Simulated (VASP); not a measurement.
# NGeClH4 in VASP: settings compared, part 2 of 2

VASP 6.6.1. The steps go on from the part before.

## (5) Single point, r2SCAN+D3(BJ)

Contents of INCAR:

```
SYSTEM = GeH4NCl
PREC = Accurate ; ENCUT = 520
EDIFF = 1E-6 ; ISMEAR = 0
SIGMA = 0.01 ; LREAL = .False.
LASPH = .True. ; NELM = 100
ALGO = Normal ; ISIF = 2
LWAVE = .False. ; LCHARG = .True.
METAGGA = R2SCAN ; LMIXTAU = .True.
IVDW = 12 ; VDW_S6 = 1.0
VDW_S8 = 0.78981345 ; VDW_A1 = 0.49484001
VDW_A2 = 5.73083694 ; LELF = .True.
LVHAR = .True. ; LVACPOTAV = .True.
NBANDS = 24
```

Contents of KPOINTS:

```
Automatic mesh
0
Gamma
  1 1 1
  0 0 0
```

Contents of POSCAR:

```
GeH4NCl
1.0
   13.0000000000      0.0000000000      0.0000000000
    0.0000000000     12.0000000000      0.0000000000
    0.0000000000      0.0000000000     13.0000000000
N Ge Cl H
1 1 1 4
Cartesian
    5.6304500200      7.1313500400      5.8015500400
    7.0032500200      6.6191499600      6.8774500600
    6.8178500000      4.5612500400      7.5587500300
    4.7224499400      7.1426499600      6.2446499700
    5.5644500600      6.6305499600      4.9265499400
    6.9826499600      7.4807499600      8.1414499400
    8.3035500600      6.6771500400      6.0736500500
```

Potentials or basis: VASP PAW PBE potentials, release 64 (N, Ge_d, Cl, H).

Launch:

```
cat potpaw_PBE.64/N/POTCAR potpaw_PBE.64/Ge_d/POTCAR potpaw_PBE.64/Cl/POTCAR potpaw_PBE.64/H/POTCAR > POTCAR
mpirun -np 1 vasp_gam > vasp.out
```

OUTCAR:

```text
SYSTEM = GeH4NCl
   PREC = Accurate
   ENCUT = 520
   EDIFF = 1E-6
   ISMEAR = 0
   LREAL = .False.
   LASPH = .True.
   NELM = 100
   ISIF = 2
   METAGGA = R2SCAN
   IVDW = 12
 IVDW          = 12

 ion  position               nearest neighbor table
   1  0.433  0.594  0.446-   5 1.01   4 1.01   2 1.82
   2  0.539  0.552  0.529-   7 1.53   6 1.53   1 1.82   3 2.18
   3  0.524  0.380  0.581-   2 2.18
   4  0.363  0.595  0.480-   1 1.01
   5  0.428  0.553  0.379-   1 1.01
   6  0.537  0.623  0.626-   2 1.53
   7  0.639  0.556  0.467-   2 1.53

  LATTYP: Found a simple tetragonal cell.
 ALAT       =    13.0000000000
 C/A-ratio  =     0.9230769231

  Lattice vectors:

 A1 = ( -13.0000000000,   0.0000000000,   0.0000000000)
 A2 = (   0.0000000000,   0.0000000000,  13.0000000000)
 A3 = (   0.0000000000,  12.0000000000,   0.0000000000)

Analysis of symmetry for initial positions (statically):
=====================================================================
 Subroutine PRICEL returns:
 Original cell was already a primitive cell.

 Routine SETGRP: Setting up the symmetry group for a
 simple tetragonal supercell.

[... 159 lines left out ...]
 Fermi energy:        -6.5216173744

 k-point     1 :       0.0000    0.0000    0.0000
  band No.  band energies     occupation
      1     -30.2190      2.00000
      2     -30.1783      2.00000
      3     -30.1232      2.00000
      4     -30.0492      2.00000
      5     -30.0444      2.00000
      6     -22.2558      2.00000
[... 16 lines left out ...]
     23       1.2011      0.00000
     24       1.3284      0.00000

------------------------ aborting loop because EDIFF is reached ----------------------------------------

 Edisp (eV)   -0.03671

 E8    (eV) :    -0.0093

  FORCE on cell =-STRESS in cart. coord.  units (eV):
  Direction    XX          YY          ZZ          XY          YZ          ZX
  --------------------------------------------------------------------------------------
  -------------------------------------------------------------------------------------
  Total      -0.36336    -0.12866    -0.35807     0.01813    -0.09620     0.01975
  in kB      -0.28706    -0.10164    -0.28289     0.01432    -0.07600     0.01560
  external pressure =       -0.22 kB  Pullay stress =        0.00 kB

 VOLUME and BASIS-vectors are now :
 -----------------------------------------------------------------------------
  energy-cutoff  :      520.00
  volume of cell :     2028.00
      direct lattice vectors                 reciprocal lattice vectors
    13.000000000  0.000000000  0.000000000     0.076923077  0.000000000  0.000000000
     0.000000000 12.000000000  0.000000000     0.000000000  0.083333333  0.000000000
     0.000000000  0.000000000 13.000000000     0.000000000  0.000000000  0.076923077

 POSITION                                       TOTAL-FORCE (eV/Angst)
 -----------------------------------------------------------------------------------
      5.63045      7.13135      5.80155         0.135875      0.078107      0.057811
      7.00325      6.61915      6.87745         0.127313      0.157776      0.025737
      6.81785      4.56125      7.55875        -0.000450     -0.028064      0.010381
      4.72245      7.14265      6.24465        -0.067318     -0.021736      0.043132
      5.56445      6.63055      4.92655        -0.004641     -0.063353     -0.059662
      6.98265      7.48075      8.14145        -0.013561     -0.111572     -0.167425
      8.30355      6.67715      6.07365        -0.177217     -0.011158      0.090027
 -----------------------------------------------------------------------------------
    total drift:                                0.007092      0.010799     -0.000225

  FREE ENERGIE OF THE ION-ELECTRON SYSTEM (eV)
  ---------------------------------------------------
  free  energy   TOTEN  =       -44.7588194245 eV

  energy  without entropy=      -44.7588194245  energy(sigma->0) =      -44.75881942
```

Run time: 7 min. Hardware: 1 thread of Intel Xeon 6975P-C (Granite Rapids), shared host; peak memory 1.9 GiB.

What came out:

```yaml
Free_energy: -44.7588 eV
Largest_force: 0.204 eV/Å
Gap_between_the_frontier_levels: 6.16 eV
Dispersion_energy_per_atom: -0.005 eV
```

Forces in eV/Å, atoms in the order of the input:
```
N    0.136  0.078  0.058
Ge   0.127  0.158  0.026
Cl   0.000 -0.028  0.010
H   -0.067 -0.022  0.043
H   -0.005 -0.063 -0.060
H   -0.014 -0.112 -0.167
H   -0.177 -0.011  0.090
```

Levels at points of the mesh, in eV from the valence-band top:
```tsv
k point	band 13	band 14	band 15	band 16	band 17	band 18
(0.00, 0.00, 0.00)	-1.03	-0.74	0.00	6.16	6.42	6.92
```

Caveat: the PAW data sets were made with another functional, which shifts forces and pressure a little. r2SCAN opens gaps a little over a GGA but as a rule still falls short of measured ones.

## (6) Summary

| task | level | cell | gap on the mesh (eV) | largest force (eV/Å) |
| --- | --- | --- | --- | --- |
| single point | PBE | atoms moved at random, drawn with an rms of 0.05 Å | 5.38 | 1.72 |
| atomic charges | PBE+TS | as given | 5.46 | 0.35 |
| electron localisation function | PBE | as given | 5.46 | 0.34 |
| single point | r2SCAN+D3(BJ) | as given | 6.16 | 0.20 |

Alike in all rows: potentials or basis VASP PAW PBE potentials, release 64 (N, Ge_d, Cl, H); no spin polarisation; k mesh 1 × 1 × 1; cutoff (eV) 520; smearing gaussian 0.01 eV.

On the cell as given the gap runs from 5.46 eV (PBE+TS) to 6.16 eV (r2SCAN+D3(BJ)).

Caveats: the PAW data sets were made with another functional, which shifts forces and pressure a little (some runs).

Absolute energies hang on the potentials; compare differences alone.
